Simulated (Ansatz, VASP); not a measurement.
# TiB2: VASP beside Ansatz, part 2 of 2

Wanted: the spread between two codes on one cell, functional and k mesh. The cell is taken from a series of runs on this material, whose earlier steps may have relaxed, scaled, displaced or heated it; both programs get it as it stands.

VASP 6.6.1 and Ansatz 0.2.0.

So far: The structure; Ansatz: zone-centre phonons, PBEsol.

## 3. VASP: zone-centre phonons, PBEsol

Level of this step: PBEsol; plane waves and PAW (B, Ti_sv) (VASP).

The same cell, functional, mesh and smearing now go to VASP, with its own data sets.

Lines of VASP's logs that name or quote its potential files are left out, and so is its time.

Contents of INCAR:

```
SYSTEM = TiB2
PREC = Accurate
ENCUT = 500
EDIFF = 1E-08
NELM = 120
ISMEAR = 1
SIGMA = 0.2
LREAL = .FALSE.
ALGO = Normal
GGA = PS
NBANDS = 15
LASPH = .TRUE.
LORBIT = 11
LWAVE = .FALSE.
LCHARG = .FALSE.
ISIF = 2
IBRION = 8
GGA_COMPAT = .FALSE.
KPAR = 2
```

Contents of POSCAR:

```
TiB2
1.0
    3.0317167845      0.0000000000      0.0000000000
   -1.5158583922      2.6255437524      0.0000000000
    0.0000000000      0.0000000000      3.0885839453
B Ti
2 1
Direct
    0.3333333332      0.6666666668      0.5000000000
    0.6666666668      0.3333333332      0.5000000000
    0.0000000000      0.0000000000      0.0000000000
```

Contents of KPOINTS:

```
Automatic mesh
0
Gamma
15 15 16
0 0 0
```

PAW data sets: B and Ti_sv (PBE family, release 64).

Run with:

```
$ mpirun -np 2 vasp_std
```

Numbers of over 12 decimals in the logs are rounded to 6 here.

The program printed:

```text
[banner, memory and clock lines left out]
running    2 mpi-ranks, on    1 nodes
 distrk:  each k-point on    1 cores,    2 groups
 distr:  one band on    1 cores,    1 groups

 POSCAR found type information on POSCAR B Ti
 POSCAR found :  2 types and       3 ions
|                                                                             |
|               ----> ADVICE to this user running VASP <----                  |
|                                                                             |
|     You enforced a specific xc type in the INCAR file but a different       |
|     [... a line on the potential file left out ...]
|     I HOPE YOU KNOW WHAT YOU ARE DOING!                                     |
|                                                                             |

 LDA part: xc-table for (Slater+PW92), standard interpolation
 POSCAR, INCAR and KPOINTS ok, starting setup
 FFT: planning ... GRIDC
 FFT: planning ... GRID_SOFT
 FFT: planning ... GRID
 WAVECAR not read
 entering main loop
       N       E                     dE             d eps       ncg     rms          rms(c)
DAV:   1     0.120046979260E+03    0.12005E+03   -0.88420E+03  7305   0.134E+03
DAV:   2    -0.232017298610E+02   -0.14325E+03   -0.13876E+03  7710   0.355E+02
DAV:   3    -0.304375682337E+02   -0.72358E+01   -0.71340E+01 10415   0.777E+01
DAV:   4    -0.306203754001E+02   -0.18281E+00   -0.18266E+00  9117   0.111E+01
DAV:   5    -0.306249957053E+02   -0.46203E-02   -0.46201E-02 10509   0.147E+00    0.183E+01
DAV:   6    -0.257339112180E+02    0.48911E+01   -0.19423E+01 10034   0.523E+01    0.406E+00
DAV:   7    -0.257537952066E+02   -0.19884E-01   -0.10383E+00  7766   0.115E+01    0.371E+00
DAV:   8    -0.257591557449E+02   -0.53605E-02   -0.83436E-02 11838   0.242E+00    0.623E-01
DAV:   9    -0.257579542971E+02    0.12014E-02   -0.23211E-02  8991   0.206E+00    0.177E-01
DAV:  10    -0.257578817316E+02    0.72565E-04   -0.32388E-03  8972   0.771E-01    0.140E-01
DAV:  11    -0.257577505255E+02    0.13121E-03   -0.23768E-04  9691   0.169E-01    0.668E-02
DAV:  12    -0.257577307018E+02    0.19824E-04   -0.78128E-05  9384   0.107E-01    0.169E-02
DAV:  13    -0.257577307255E+02   -0.23748E-07   -0.55425E-06  8621   0.238E-02    0.431E-03
DAV:  14    -0.257577307957E+02   -0.70185E-07   -0.83319E-07 10714   0.103E-02    0.911E-04
DAV:  15    -0.257577307520E+02    0.43670E-07   -0.29470E-08  7735   0.161E-03    0.504E-04
DAV:  16    -0.257577307629E+02   -0.10897E-07   -0.69381E-09  4948   0.108E-03    0.631E-05
DAV:  17    -0.257577307710E+02   -0.80367E-08   -0.11874E-09  3918   0.328E-04
   1 F= -.25757731E+02 E0= -.25757858E+02  d E =0.381343E-03
 Linear response reoptimize wavefunctions to high precision
DAV:   1    -0.257577307725E+02   -0.15052E-08   -0.16632E-10  4401   0.124E-04
DAV:   2    -0.257577307725E+02    0.34106E-11   -0.43390E-11  3946   0.550E-05
 Linear response DOF=           4
 Linear response progress:
  Degree of freedom:   1/  4
       N       E                     dE             d eps       ncg     rms          rms(c)
RMM:   1    -0.504730468607E-01   -0.50473E-01   -0.26588E-02 69882   0.150E+00
RMM:   2    -0.449150129055E-01    0.55580E-02   -0.30131E-03 59038   0.382E-01    0.166E-01
RMM:   3    -0.447304596015E-01    0.18455E-03   -0.11594E-03 59683   0.194E-01    0.820E-02
RMM:   4    -0.452881731827E-01   -0.55771E-03   -0.80065E-04 59462   0.147E-01    0.919E-03
RMM:   5    -0.452833988337E-01    0.47743E-05   -0.15485E-04 72460   0.554E-02    0.338E-03
RMM:   6    -0.453070107690E-01   -0.23612E-04   -0.30979E-05 74848   0.230E-02    0.148E-03
RMM:   7    -0.453000970448E-01    0.69137E-05   -0.60174E-06 73328   0.979E-03    0.445E-04
RMM:   8    -0.453057676001E-01   -0.56706E-05   -0.10181E-06 74466   0.480E-03    0.257E-04
RMM:   9    -0.453039108532E-01    0.18567E-05   -0.65776E-07 74839   0.236E-03    0.614E-05
RMM:  10    -0.453040451546E-01   -0.13430E-06   -0.16232E-07 76200   0.119E-03    0.168E-05
RMM:  11    -0.453040795333E-01   -0.34379E-07   -0.49172E-08 76708   0.611E-04    0.146E-05
RMM:  12    -0.453040665343E-01    0.12999E-07   -0.14549E-08 75674   0.332E-04    0.910E-06
RMM:  13    -0.453040243528E-01    0.42182E-07    0.15470E-08 76493   0.181E-04    0.230E-06
RMM:  14    -0.453040227209E-01    0.16319E-08   -0.13550E-08 78818   0.102E-04    0.101E-06
 first order change of Fermi-energy   0.67736E-04
 force on displaced ion       1 direction 1 : -19.607  -0.001   0.000
 Linear response progress:
  Degree of freedom:   2/  4
       N       E                     dE             d eps       ncg     rms          rms(c)
RMM:   1    -0.459790066972E-01   -0.45979E-01    0.88363E-03 23369   0.177E+00
RMM:   2    -0.441020246382E-01    0.18770E-02   -0.24441E-03 21765   0.351E-01    0.127E-01
RMM:   3    -0.440797852115E-01    0.22239E-04   -0.10095E-03 22331   0.183E-01    0.620E-02
RMM:   4    -0.445324021921E-01   -0.45262E-03   -0.53442E-04 22799   0.127E-01    0.117E-02
RMM:   5    -0.445805509494E-01   -0.48149E-04   -0.12224E-04 26045   0.541E-02    0.343E-03
RMM:   6    -0.446046457942E-01   -0.24095E-04   -0.23250E-05 26690   0.237E-02    0.132E-03
RMM:   7    -0.445949980673E-01    0.96477E-05   -0.55267E-06 26378   0.109E-02    0.535E-04
RMM:   8    -0.445979955614E-01   -0.29975E-05   -0.11653E-06 26678   0.548E-03    0.152E-04
RMM:   9    -0.445976514222E-01    0.34414E-06    0.22122E-06 26965   0.270E-03    0.111E-04
RMM:  10    -0.445974396149E-01    0.21181E-06    0.69709E-07 26525   0.141E-03    0.968E-05
RMM:  11    -0.445979850893E-01   -0.54547E-06    0.15229E-06 26282   0.732E-04    0.414E-05
RMM:  12    -0.445979745616E-01    0.10528E-07    0.43916E-07 27832   0.387E-04    0.157E-05
RMM:  13    -0.445979521917E-01    0.22370E-07    0.22388E-07 26734   0.217E-04    0.193E-05
RMM:  14    -0.445979372927E-01    0.14899E-07    0.32544E-07 26016   0.127E-04    0.154E-05
RMM:  15    -0.445979324407E-01    0.48520E-08    0.17510E-07 27427   0.673E-05    0.801E-06
RMM:  16    -0.445979302672E-01    0.21735E-08    0.80923E-08 27970   0.369E-05    0.664E-06
 first order change of Fermi-energy  -0.31362E-03
 force on displaced ion       1 direction 3 :  -0.000  -0.000 -11.077
 Linear response progress:
  Degree of freedom:   3/  4
       N       E                     dE             d eps       ncg     rms          rms(c)
RMM:   1    -0.701728922961E+00   -0.70173E+00    0.41127E+00 17490   0.135E+02
RMM:   2    -0.660881694954E+00    0.40847E-01   -0.33170E-01 29001   0.518E+00    0.186E-01
RMM:   3    -0.659392466311E+00    0.14892E-02   -0.22293E-02 34207   0.125E+00    0.838E-02
RMM:   4    -0.659270844805E+00    0.12162E-03   -0.12836E-02 38687   0.572E-01    0.186E-02
RMM:   5    -0.660158056491E+00   -0.88721E-03   -0.12155E-03 39366   0.196E-01    0.931E-03
RMM:   6    -0.660470600264E+00   -0.31254E-03   -0.30624E-04 40759   0.852E-02    0.471E-03
RMM:   7    -0.660683011772E+00   -0.21241E-03   -0.71236E-05 39293   0.393E-02    0.779E-04
RMM:   8    -0.660715311283E+00   -0.32300E-04   -0.22231E-05 42081   0.176E-02    0.250E-04
RMM:   9    -0.660719520134E+00   -0.42089E-05   -0.12759E-05 42314   0.921E-03    0.207E-04
RMM:  10    -0.660724662716E+00   -0.51426E-05   -0.86121E-06 42135   0.486E-03    0.165E-04
RMM:  11    -0.660736724874E+00   -0.12062E-04   -0.76403E-06 39197   0.316E-03    0.123E-04
RMM:  12    -0.660734735876E+00    0.19890E-05   -0.64904E-06 42248   0.200E-03    0.259E-05
RMM:  13    -0.660735178523E+00   -0.44265E-06   -0.49837E-06 42692   0.138E-03    0.231E-05
RMM:  14    -0.660734266697E+00    0.91183E-06   -0.48278E-06 41070   0.105E-03    0.266E-05
RMM:  15    -0.660733839618E+00    0.42708E-06   -0.39046E-06 41279   0.835E-04    0.401E-05
RMM:  16    -0.660734015797E+00   -0.17618E-06   -0.36512E-06 42064   0.679E-04    0.393E-05
RMM:  17    -0.660734116317E+00   -0.10052E-06   -0.34224E-06 42363   0.571E-04    0.409E-05
RMM:  18    -0.660734442333E+00   -0.32602E-06   -0.30914E-06 38241   0.494E-04    0.395E-05
 first order change of Fermi-energy   0.42926E-03
 force on displaced ion       3 direction 1 : -16.580  -0.000   0.000
 Linear response progress:
  Degree of freedom:   4/  4
       N       E                     dE             d eps       ncg     rms          rms(c)
RMM:   1    -0.771021432904E+00   -0.77102E+00   -0.47947E-01  7520   0.132E+02
RMM:   2    -0.720252096032E+00    0.50769E-01   -0.31192E-01 11990   0.479E+00    0.205E-01
RMM:   3    -0.719321549300E+00    0.93055E-03   -0.23751E-02 13950   0.119E+00    0.934E-02
RMM:   4    -0.719746842375E+00   -0.42529E-03   -0.16524E-02 15356   0.585E-01    0.249E-02
RMM:   5    -0.720843874940E+00   -0.10970E-02   -0.15727E-03 16032   0.194E-01    0.151E-02
RMM:   6    -0.721677756578E+00   -0.83388E-03   -0.31823E-04 14991   0.903E-02    0.297E-03
RMM:   7    -0.721514701715E+00    0.16305E-03   -0.78192E-05 16170   0.379E-02    0.286E-03
RMM:   8    -0.721613846652E+00   -0.99145E-04   -0.23167E-05 16086   0.195E-02    0.749E-04
RMM:   9    -0.721639566289E+00   -0.25720E-04   -0.12726E-05 17030   0.101E-02    0.239E-04
RMM:  10    -0.721641269571E+00   -0.17033E-05   -0.52556E-06 16848   0.581E-03    0.145E-04
RMM:  11    -0.721645201773E+00   -0.39322E-05   -0.53165E-06 16722   0.374E-03    0.846E-05
RMM:  12    -0.721651975322E+00   -0.67735E-05   -0.39259E-06 16003   0.271E-03    0.711E-05
RMM:  13    -0.721649700500E+00    0.22748E-05   -0.32306E-06 16428   0.200E-03    0.275E-05
RMM:  14    -0.721650168107E+00   -0.46761E-06   -0.24913E-06 16918   0.155E-03    0.296E-05
RMM:  15    -0.721650236534E+00   -0.68428E-07   -0.19085E-06 17380   0.125E-03    0.454E-05
RMM:  16    -0.721650508206E+00   -0.27167E-06   -0.10899E-06 16503   0.104E-03    0.462E-05
RMM:  17    -0.721650479256E+00    0.28950E-07   -0.10779E-06 16641   0.876E-04    0.582E-05
RMM:  18    -0.721651034677E+00   -0.55542E-06   -0.57966E-07 14536   0.772E-04    0.403E-05
RMM:  19    -0.721651398076E+00   -0.36340E-06   -0.50351E-07 14915   0.669E-04    0.252E-05
RMM:  20    -0.721651560651E+00   -0.16258E-06   -0.42406E-07 16339   0.566E-04    0.241E-05
RMM:  21    -0.721651562662E+00   -0.20111E-08   -0.25125E-07 16771   0.488E-04    0.245E-05
RMM:  22    -0.721651662389E+00   -0.99726E-07   -0.20673E-07 15230   0.429E-04    0.239E-05
 first order change of Fermi-energy   0.24088E-02
 force on displaced ion       3 direction 3 :   0.000   0.000 -17.442
 Linear response finished
```

OUTCAR, selected parts (step 3):

```text
ion  position               nearest neighbor table
   1  0.333  0.667  0.500-   2 1.75   2 1.75   2 1.75   3 2.33   3 2.33   3 2.33   3 2.33   3 2.33
                             3 2.33
   2  0.667  0.333  0.500-   1 1.75   1 1.75   1 1.75   3 2.33   3 2.33   3 2.33   3 2.33   3 2.33
                             3 2.33
   3  0.000  0.000  0.000-   1 2.33   2 2.33   1 2.33   2 2.33   1 2.33   1 2.33   2 2.33   2 2.33
                             2 2.33   2 2.33   1 2.33   1 2.33

  LATTYP: Found a hexagonal cell.
 ALAT       =     3.0317167845
 C/A-ratio  =     1.0187574120

 Subroutine GETGRP returns: Found 24 space group operations
 (whereof 24 operations were pure point group operations)

The static configuration has the point symmetry D_6h.

 Found    243 irreducible k-points:

   k-points           NKPTS =    243   k-points in BZ     NKDIM =    243   number of bands    NBANDS=     15

   dimension x,y,z NGX =    24 NGY =   24 NGZ =   24
   dimension x,y,z NGXF=    48 NGYF=   48 NGZF=   48

   ENCUT  =  500.0 eV  36.75 Ry    6.06 a.u.   5.53  5.53  5.63*2*pi/ulx,y,z

   NELECT =      18.0000    total number of electrons

 k-points in reciprocal lattice and weights: Automatic mesh
   0.00000000  0.00000000  0.00000000       0.000
   0.06666667  0.00000000  0.00000000       0.002
   0.13333333  0.00000000  0.00000000       0.002
   0.20000000  0.00000000  0.00000000       0.002
   0.26666667  0.00000000  0.00000000       0.002
   0.33333333 -0.00000000  0.00000000       0.002
   0.40000000  0.00000000  0.00000000       0.002
   0.46666667  0.00000000  0.00000000       0.002
   0.06666667  0.06666667  0.00000000       0.002
[...]
0.33333333  0.26666667  0.50000000       0.003
   0.33333333  0.33333333  0.50000000       0.001

 average (electrostatic) potential at core
       1 -21.9729       2 -21.9729       3 -70.0549

  Total        0.0670811      0.0670811      2.2174356      0.0000000     -0.0000000      0.0000000
  in kB        4.3716333      4.3716333    144.5088002      0.0000000     -0.0000000      0.0000000
  external PRESSURE =      51.0840222 kB  Pullay stress =       0.0000000 kB

  energy-cutoff  :      500.00
  volume of cell :       24.58
      direct lattice vectors                 reciprocal lattice vectors
     3.031716784  0.000000000  0.000000000     0.329846114  0.190436743  0.000000000
    -1.515858392  2.625543752  0.000000000     0.000000000  0.380873485  0.000000000
     0.000000000  0.000000000  3.088583945     0.000000000  0.000000000  0.323772971

 POSITION                                       TOTAL-FORCE (eV/Angst)
 -----------------------------------------------------------------------------------
     -0.00000      1.75036      1.54429        -0.000000      0.000000      0.000000
      1.51586      0.87518      1.54429         0.000000     -0.000000     -0.000000
      0.00000      0.00000      0.00000         0.000000     -0.000000      0.000000
 -----------------------------------------------------------------------------------
    total drift:                                0.000000     -0.000000     -0.000000

 Eigenvectors and eigenvalues of the dynamical matrix
 ----------------------------------------------------

   1 f  =   26.446715 THz   166.169614 2PiTHz  882.167470 cm-1   109.374777 meV
             X         Y         Z           dx          dy          dz
     -0.000000  1.750363  1.544292    -0.661414   -0.250063   -0.000000
      1.515858  0.875181  1.544292     0.661414    0.250063    0.000000
      0.000000  0.000000  0.000000    -0.000000   -0.000000    0.000000

   2 f  =   26.446715 THz   166.169614 2PiTHz  882.167470 cm-1   109.374777 meV
             X         Y         Z           dx          dy          dz
     -0.000000  1.750363  1.544292    -0.250063    0.661414    0.000000
      1.515858  0.875181  1.544292     0.250063   -0.661414   -0.000000
      0.000000  0.000000  0.000000     0.000000    0.000000   -0.000000

   3 f  =   17.431798 THz   109.527216 2PiTHz  581.462189 cm-1    72.092091 meV
             X         Y         Z           dx          dy          dz
     -0.000000  1.750363  1.544292    -0.000000    0.000000   -0.707107
      1.515858  0.875181  1.544292    -0.000000    0.000000    0.707107
      0.000000  0.000000  0.000000     0.000000   -0.000000    0.000000

   4 f  =   16.911140 THz   106.255825 2PiTHz  564.094907 cm-1    69.938823 meV
             X         Y         Z           dx          dy          dz
     -0.000000  1.750363  1.544292     0.000000    0.000000   -0.586810
      1.515858  0.875181  1.544292     0.000000    0.000000   -0.586810
      0.000000  0.000000  0.000000    -0.000000   -0.000000    0.557951

   5 f  =   16.483345 THz   103.567909 2PiTHz  549.825195 cm-1    68.169605 meV
             X         Y         Z           dx          dy          dz
     -0.000000  1.750363  1.544292    -0.548821   -0.207498    0.000000
      1.515858  0.875181  1.544292    -0.548821   -0.207498   -0.000000
      0.000000  0.000000  0.000000     0.522038    0.197372    0.000000

   6 f  =   16.483345 THz   103.567909 2PiTHz  549.825195 cm-1    68.169605 meV
             X         Y         Z           dx          dy          dz
     -0.000000  1.750363  1.544292    -0.207498    0.548821    0.000000
      1.515858  0.875181  1.544292    -0.207498    0.548821    0.000000
      0.000000  0.000000  0.000000     0.197372   -0.522038   -0.000000

   7 f/i=    0.003833 THz     0.024082 2PiTHz    0.127846 cm-1     0.015851 meV
             X         Y         Z           dx          dy          dz
     -0.000000  1.750363  1.544292    -0.000000    0.000000    0.394531
      1.515858  0.875181  1.544292    -0.000000    0.000000    0.394531
      0.000000  0.000000  0.000000    -0.000000    0.000000    0.829874

   8 f/i=    0.006775 THz     0.042570 2PiTHz    0.225999 cm-1     0.028020 meV
             X         Y         Z           dx          dy          dz
     -0.000000  1.750363  1.544292     0.202970   -0.338442    0.000000
      1.515858  0.875181  1.544292     0.202970   -0.338442    0.000000
      0.000000  0.000000  0.000000     0.426767   -0.711611    0.000000

   9 f/i=    0.006775 THz     0.042570 2PiTHz    0.225999 cm-1     0.028020 meV
             X         Y         Z           dx          dy          dz
     -0.000000  1.750363  1.544292     0.338442    0.202970   -0.000000
      1.515858  0.875181  1.544292     0.338442    0.202970   -0.000000
      0.000000  0.000000  0.000000     0.711611    0.426767   -0.000000

 ELASTIC MODULI CONTR FROM IONIC RELAXATION (kBar)
 Direction    XX          YY          ZZ          XY          YZ          ZX
 --------------------------------------------------------------------------------
 XX         -25.0852     25.0852      0.0000     -0.0000      0.0000     -0.0000
 YY          25.0852    -25.0852      0.0000     -0.0000      0.0000      0.0000
 ZZ           0.0000      0.0000      0.0000      0.0000      0.0000      0.0000
 XY          -0.0000     -0.0000      0.0000    -25.0852      0.0000      0.0000
 YZ           0.0000      0.0000      0.0000      0.0000      0.0000      0.0000
 ZX          -0.0000      0.0000      0.0000      0.0000      0.0000     -0.0000
 --------------------------------------------------------------------------------
```

## 4. Comparison

Known differences besides the potentials themselves: the cutoff is 420 eV in Ansatz and 500 eV in VASP; Ansatz makes its cores anew for this functional, VASP keeps those of its PBE data sets. Total energies have different zeros and are not compared.

Compared:

```tsv
quantity	Ansatz	VASP	difference
optical mode 1 to 2 (cm⁻¹)	549.9	549.8	+0.01 %
optical mode 3 (cm⁻¹)	563.2	564.1	-0.16 %
optical mode 4 (cm⁻¹)	581.6	581.5	+0.03 %
optical mode 5 to 6 (cm⁻¹)	878.3	882.2	-0.44 %
```

Modes are paired by rising frequency, not by their patterns, so a pair may set unlike modes beside each other; they are those without the splitting of longitudinal modes.

## 5. What came out

```yaml
r_m_s_difference_of_the_optical_zone_centre_modes_each_program_s_sorted_by_frequency_zone_centre_phonons_pbesol: 2.3 cm⁻¹
```

In words: The r.m.s. difference of the optical zone-centre modes, each program's sorted by frequency is 2.3 cm⁻¹ (zone-centre phonons, PBEsol). How closely two codes agree says nothing of how well the functional describes the real material.

[Lines on the potential files, build, host, timing and source positions are cut from VASP's logs without a mark.]

[Logs are printed without paths, hosts, clocks, repeated set-up lines and the standing remarks that a program may print on its own settings, such as how far it seeks lower states.]

[Hosts, paths, dates, database ids (printed as entryN), source tags and the programs' standing remarks are cut or masked in the printed files.]
